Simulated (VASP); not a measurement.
The system is Be3ZnTe4.

```
Be Zn Te
1.0
     4.77638    0.00000    0.00000
    -2.38819    4.13646    0.00000
     0.00000    0.00000    8.89058
Be Zn Te
3 1 4
Direct
  0.00000 0.00000 0.28798
  0.00000 0.00000 0.71202
  0.00000 0.00000 0.50000
  0.00000 0.00000 0.00000
  0.33333 0.66667 0.00000
  0.66667 0.33333 0.00000
  0.33333 0.66667 0.50000
  0.66667 0.33333 0.50000
```

The cell was built by a generator and needn't be a form met in nature.

* Program: VASP 6.6.1
* Task: relaxation of cell and atoms
* Functional: PBE
* Potentials or basis: VASP PAW PBE potentials, release 64 (Be, Zn, Te)
* Cutoff: 520 eV
* k mesh: 4 × 4 × 2
* Occupations: gaussian, width 0.15 eV
* Spin: no spin polarisation

At the start: pressure 13.7 GPa; volume 21.96 Å³/atom.

Question: Where does the relaxation end?

Answer: Over 14 steps the energy falls by 284.9 meV/atom and the volume is 25.17 Å³/atom (+14.6 %); space group P6/mmm (No. 191, to 0.05 Å).

The path:
```tsv
step	energy change (eV)	largest force (eV/Å)	pressure (GPa)	volume (Å³)
1	0.0000	2.2671	13.73	175.65
2	-1.7824	1.2022	-3.41	226.74
3	-1.9672	1.5248	-0.68	210.35
4	-1.9679	1.5049	-0.92	211.33
5	-2.1546	0.8792	-0.92	209.19
6	-2.2638	0.0787	-0.53	206.03
7	-2.2782	0.0827	-0.12	202.76
8	-2.2786	0.0845	0.00	202.37
9	-2.2787	0.0849	-0.12	202.25
10	-2.2788	0.0846	-0.11	202.01
11	-2.2786	0.0867	0.16	201.53
12	-2.2788	0.0895	0.05	201.84
13	-2.2788	0.0885	-0.09	201.93
14	-2.2793	0.0280	0.21	201.35
```

Final structure:
```xyz
8
Lattice="5.1907 0.0000 0.0000 -2.5953 4.4953 0.0000 0.0000 0.0000 8.6293" Properties=species:S:1:pos:R:3 pbc="T T T"
Be    5.1907    0.0000    2.2382
Be    0.0000    0.0000    6.3910
Be   -2.5953    4.4953    4.3146
Zn   -2.5953    4.4953    0.0000
Te    0.0000    2.9968    0.0000
Te    2.5953    1.4984    0.0000
Te    0.0000    2.9968    4.3146
Te    2.5953    1.4984    4.3146
```

Caveat: the k mesh is coarse (spacing up to 0.38 Å⁻¹), so the values aren't converged.
